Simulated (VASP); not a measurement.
Given:

```
AsB
1.0
    0.00000     2.40822     2.40822
    2.40822     0.00000     2.40822
    2.40822     2.40822     0.00000
B As
1 1
Direct
  0.00000   0.00000   0.00000
  0.25000   0.25000   0.25000
```

Calculation: PBE GGA, VASP's PBE PAW potentials (set 64) (plane waves; VASP). Settings: 520 eV cut-off, Gaussian smearing of 0.050 eV, potentials B As.

Give the energies of bands 2 to 7 at the high-symmetry points, in eV from the valence-band maximum.

```csv
band,Γ,X,U,L,W
2,0.00,-8.39,-8.03,-8.61,-7.95
3,0.00,-3.98,-5.79,-1.78,-5.34
4,0.00,-3.98,-3.40,-1.78,-5.05
5,3.25,1.46,2.05,2.55,5.24
6,3.25,1.46,5.47,4.75,5.80
7,3.25,11.13,9.05,4.75,6.75
```

The gap is indirect, 1.20 eV, from the valence maximum at Γ to the conduction minimum at Γ-X at 0.79.

Measured: gap 1.82 eV (computed value off by -0.62 eV), as given by Wikipedia, List of semiconductor materials.

The compound is BAs in the zinc blende structure. It was relaxed first.
